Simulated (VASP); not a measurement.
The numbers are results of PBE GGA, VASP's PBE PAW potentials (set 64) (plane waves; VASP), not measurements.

A VASP calculation is set up with these files.

POSCAR:
```
PtS2
1.0
  1.7910630000  -3.1022120000   0.0000000000
  1.7910630000   3.1022120000   0.0000000000
  0.0000000000   0.0000000000   5.0999760000
Pt S
1 2
Direct
  0.0000000000   0.0000000000   0.0000000000
  0.3333330000   0.6666670000   0.2300000000
  0.6666670000   0.3333330000   0.7700000000
```

### KPOINTS
```
Automatic mesh
0
G
 2 2 1
```

**INCAR**
```
ISMEAR=-1
EDIFF=1E-6   ! SCF stop (eV)
NELM=100   ! most electronic steps
ENCUT=300
ALGO=Normal
ISIF=2   ! forces and stress, cell fixed
PREC=Accurate
LREAL=F   ! projection in real space or not
SIGMA=0.02   ! width (eV)
LWAVE=F
LCHARG=F
LMAXMIX=6
GGA=PE   ! PBE
LASPH=T
SYSTEM=PtS2
```

POTCAR, in this order: Pt S (PBE.64 set). Program: vasp_std.

Q: What will the output report for the number of irreducible k-points (NKPTS), largest plane-wave count, number of space-group operations, FFT grid (NGX, NGY, NGZ)?

A: 
```
Quantity                                      Result
--------------------------------------  ------------
number of irreducible k-points (NKPTS)             2
largest plane-wave count                         682
number of space-group operations                  12
FFT grid (NGX, NGY, NGZ)                20 × 20 × 30
```

The structure is a typed PtS2 crystal (P-3m1). The cell was not relaxed at this level. The k-mesh is coarse (spacing up to 1.23 per Å, 2π included), so the numbers may not be converged in it. The run is one of a series of settings (KPOINTS 2×2×1 Γ-centred mesh against the base run), some of them coarse on purpose.
